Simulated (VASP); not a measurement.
# Pd (Palladium): how cutoff and mesh change the relaxed cell, part 2 of 2

How far does the relaxed cell of Pd (Palladium) depend on cutoff and k mesh? The starting structure is a measured crystal structure from the Crystallography Open Database.

VASP 6.6.1.

Results so far: reference 14.50 Å³ an atom; a cutoff of 250 eV 14.31 Å³ an atom; a 7×7×7 mesh 14.58 Å³ an atom.

## (5) Relaxation with a cutoff of 430 eV

Level of this step: PBEsol; plane waves and PAW (Pd) (VASP).

Against step 2 the input has ENCUT = 430.

The input, INCAR:

```
SYSTEM = Pd
PREC = Accurate
ENCUT = 430
EDIFF = 1E-06
NELM = 100
ISMEAR = 1
SIGMA = 0.1
LREAL = .FALSE.
ALGO = Normal
GGA = PS
NBANDS = 11
LORBIT = 11
LWAVE = .FALSE.
LCHARG = .FALSE.
KPAR = 2
IBRION = 2
NSW = 50
ISIF = 3
EDIFFG = -0.01
```

The input, POSCAR:

```
Pd
1.0
    0.0000000000      1.9449000000      1.9449000000
    1.9449000000      0.0000000000      1.9449000000
    1.9449000000      1.9449000000      0.0000000000
Pd
1
Direct
    0.0000000000      0.0000000000      0.0000000000
```

The input, KPOINTS:

```
Automatic mesh
0
Gamma
12 12 12
0 0 0
```

PAW data sets: Pd (PBE family, release 64).

Started as:

```
$ mpirun -np 2 vasp_std
```

The program printed:

```text
[... set-up lines as in an earlier step ...]
 entering main loop
       N       E                     dE             d eps       ncg     rms          rms(c)
DAV:   1     0.376647789146E+02    0.37665E+02   -0.45350E+03  1616   0.721E+02
DAV:   2    -0.586540775974E+01   -0.43530E+02   -0.42350E+02  1809   0.169E+02
DAV:   3    -0.635332126976E+01   -0.48791E+00   -0.48424E+00  1889   0.192E+01
DAV:   4    -0.635555255216E+01   -0.22313E-02   -0.22311E-02  1925   0.136E+00
[...]
DAV:   9    -0.596291510981E+01    0.39170E-04   -0.14342E-04  2086   0.104E-01    0.137E-02
DAV:  10    -0.596292064742E+01   -0.55376E-05   -0.51920E-06  1961   0.215E-02    0.124E-02
DAV:  11    -0.596291973232E+01    0.91510E-06   -0.82708E-07  1284   0.809E-03
   1 F= -.59629197E+01 E0= -.59622242E+01  d E =-.596292E+01
[...]
N       E                     dE             d eps       ncg     rms          rms(c)
DAV:   1    -0.614678662714E+01   -0.18387E+00   -0.34783E+00  1776   0.181E+01    0.312E+00
[...]
DAV:   6    -0.595912130321E+01   -0.25561E-05   -0.13288E-06  2129   0.728E-03    0.119E-03
DAV:   7    -0.595912140240E+01   -0.99188E-07   -0.59859E-08  1279   0.170E-03
   2 F= -.59591214E+01 E0= -.59584351E+01  d E =0.379833E-02
 trial-energy change:    0.003798  1 .order    0.004212   -0.010696    0.019120
 step:   0.3783(harm=  0.3587)  dis= 0.00000  next Energy=    -5.964965 (dE=-0.205E-02)
[...]
N       E                     dE             d eps       ncg     rms          rms(c)
DAV:   1    -0.604099941460E+01   -0.81878E-01   -0.13670E+00  1773   0.114E+01    0.184E+00
DAV:   2    -0.596538837113E+01    0.75611E-01   -0.33880E-01  1782   0.454E+00    0.524E-01
DAV:   3    -0.596495278564E+01    0.43559E-03   -0.22488E-03  2042   0.316E-01    0.319E-01
DAV:   4    -0.596499095413E+01   -0.38168E-04   -0.81481E-04  1899   0.222E-01    0.193E-02
DAV:   5    -0.596499446210E+01   -0.35080E-05   -0.23595E-05  2005   0.357E-02    0.969E-03
DAV:   6    -0.596499584161E+01   -0.13795E-05   -0.76665E-07  1900   0.741E-03    0.917E-04
DAV:   7    -0.596499579051E+01    0.51103E-07   -0.96382E-09  1212   0.890E-04
   3 F= -.59649958E+01 E0= -.59643158E+01  d E =-.207606E-02
[...]
reached required accuracy - stopping structural energy minimisation
```

Run time: 18 s. Hardware: 2 MPI ranks of AMD EPYC 7R43, shared host; peak memory 0.17 GiB; 34 s of CPU time.

From OUTCAR (step 5):

```text
  Total       -0.0011964     -0.0011964     -0.0011964      0.0000000      0.0000000      0.0000000
  in kB       -0.1322380     -0.1322380     -0.1322380      0.0000000      0.0000000      0.0000000
  external PRESSURE =      -0.1322380 kB  Pullay stress =       0.0000000 kB

 POSITION                                       TOTAL-FORCE (eV/Angst)
 -----------------------------------------------------------------------------------
      0.00000      0.00000      0.00000        -0.000000      0.000000      0.000000
 -----------------------------------------------------------------------------------
    total drift:                               -0.000000     -0.000000     -0.000000

  FREE ENERGIE OF THE ION-ELECTRON SYSTEM (eV)
  ---------------------------------------------------
  free  energy   TOTEN  =        -5.9649957905 eV

  energy  without entropy=       -5.9629557091  energy(sigma->0) =       -5.96431576

[... 2 parts as in an earlier step ...]

[... 2 further parts left out ...]
[key lines of the parts left out:]
E-fermi :   9.8710
```

With a cutoff of 430 eV the cell ends at 14.496 Å³ an atom, -0.04 % from the reference.

## (6) Relaxation with a 16×16×16 mesh

Against step 2 the input has a 16×16×16 mesh.

INCAR: that of step 5 with these lines changed.

```diff
@@ -2,3 +2,3 @@
 PREC = Accurate
-ENCUT = 430
+ENCUT = 450
 EDIFF = 1E-06
```

POSCAR is that of step 5.

The input, KPOINTS:

```
Automatic mesh
0
Gamma
16 16 16
0 0 0
```

Started as:

```
$ mpirun -np 2 vasp_std
```

The program printed:

```text
[... set-up lines as in an earlier step ...]
 entering main loop
       N       E                     dE             d eps       ncg     rms          rms(c)
DAV:   1     0.376858890752E+02    0.37686E+02   -0.46659E+03  3206   0.751E+02
DAV:   2    -0.583597998598E+01   -0.43522E+02   -0.42130E+02  3631   0.171E+02
DAV:   3    -0.633800741468E+01   -0.50203E+00   -0.50004E+00  3795   0.196E+01
DAV:   4    -0.634031444866E+01   -0.23070E-02   -0.23068E-02  3818   0.140E+00
[...]
DAV:   9    -0.595789746472E+01    0.16702E-04   -0.11033E-04  4354   0.873E-02    0.141E-02
DAV:  10    -0.595790186694E+01   -0.44022E-05   -0.21674E-06  3988   0.132E-02    0.727E-03
DAV:  11    -0.595790151312E+01    0.35382E-06   -0.15391E-07  2621   0.284E-03
   1 F= -.59579015E+01 E0= -.59579028E+01  d E =-.595790E+01
[...]
N       E                     dE             d eps       ncg     rms          rms(c)
DAV:   1    -0.608437545470E+01   -0.12647E+00   -0.23377E+00  3586   0.148E+01    0.257E+00
[...]
DAV:   6    -0.595541886435E+01   -0.21091E-05   -0.93709E-07  4104   0.639E-03    0.854E-04
DAV:   7    -0.595541892434E+01   -0.59992E-07   -0.38946E-08  2486   0.128E-03
   2 F= -.59554189E+01 E0= -.59554557E+01  d E =0.248259E-02
 trial-energy change:    0.002483  1 .order    0.002668   -0.007085    0.012420
 step:   0.3766(harm=  0.3632)  dis= 0.00000  next Energy=    -5.959246 (dE=-0.134E-02)
[...]
N       E                     dE             d eps       ncg     rms          rms(c)
DAV:   1    -0.600839553140E+01   -0.52977E-01   -0.91932E-01  3610   0.932E+00    0.150E+00
DAV:   2    -0.595959391291E+01    0.48802E-01   -0.22627E-01  3646   0.366E+00    0.412E-01
DAV:   3    -0.595924138043E+01    0.35253E-03   -0.17960E-03  4177   0.279E-01    0.246E-01
DAV:   4    -0.595925100564E+01   -0.96252E-05   -0.50960E-04  3855   0.156E-01    0.117E-02
DAV:   5    -0.595925477832E+01   -0.37727E-05   -0.53032E-06  4064   0.163E-02    0.812E-03
DAV:   6    -0.595925613403E+01   -0.13557E-05   -0.47815E-07  3720   0.490E-03    0.530E-04
DAV:   7    -0.595925616238E+01   -0.28346E-07   -0.12780E-08  2417   0.107E-03
   3 F= -.59592562E+01 E0= -.59592715E+01  d E =-.135465E-02
[...]
reached required accuracy - stopping structural energy minimisation
```

Wall time 32 s (2 MPI ranks); peak memory 0.21 GiB; 60 s of CPU time.

From OUTCAR (step 6):

```text
  Total       -0.0005787     -0.0005787     -0.0005787     -0.0000000      0.0000000     -0.0000000
  in kB       -0.0637839     -0.0637839     -0.0637839     -0.0000000      0.0000000     -0.0000000
  external PRESSURE =      -0.0637839 kB  Pullay stress =       0.0000000 kB

  FREE ENERGIE OF THE ION-ELECTRON SYSTEM (eV)
  ---------------------------------------------------
  free  energy   TOTEN  =        -5.9592561624 eV

  energy  without entropy=       -5.9593021651  energy(sigma->0) =       -5.95927150

[... 2 parts as in an earlier step ...]

[... 3 further parts left out ...]
[key lines of the parts left out:]
E-fermi :   9.8914
```

With a 16×16×16 mesh the cell ends at 14.537 Å³ an atom, +0.24 % from the reference.

## (7) All runs side by side

```tsv
run	volume (Å³/atom)	change (%)	pressure left (GPa)	core minutes
reference	14.502	-	-0.01	0.64
a cutoff of 250 eV	14.309	-1.33	0.01	0.293
a 7×7×7 mesh	14.577	0.52	0.04	0.233
a cutoff of 430 eV	14.496	-0.04	-0.01	0.6
a 16×16×16 mesh	14.537	0.24	-0.01	1.07
```

Core minutes are wall time times ranks, summed over the relaxations behind a row (those for a bulk modulus apart), on shared hosts.

## (8) Summary of results

* volume of the reference: 14.50 Å³/atom
* volume against the reference, a cutoff of 250 eV: -1.33 %
* volume against the reference, a 7×7×7 mesh: +0.52 %
* volume against the reference, a cutoff of 430 eV: -0.04 %
* volume against the reference, a 16×16×16 mesh: +0.24 %

The volume moves most with a cutoff of 250 eV: -1.33 % against the reference (450 eV, 12×12×12 mesh). On finer settings it changes by +0.24 % with a 16×16×16 mesh. The relaxations stop with up to 0.04 GPa left, which at a bulk modulus of 50 GPa, to name a scale, is 0.08 % of the volume. A cell that shrinks at the lower cutoff is the usual mark of Pulay stress, the error that a plane-wave basis makes when it is kept while the volume changes. Further runs on this material are not shown.

[Lines on the potential files, build, host, timing and source positions are cut from VASP's logs without a mark.]

[Logs are printed without paths, hosts, clocks, repeated set-up lines and the standing remarks that a program may print on its own settings, such as how far it seeks lower states.]

[Hosts, paths, dates, database ids (printed as entryN), source tags and the programs' standing remarks are cut or masked in the printed files.]
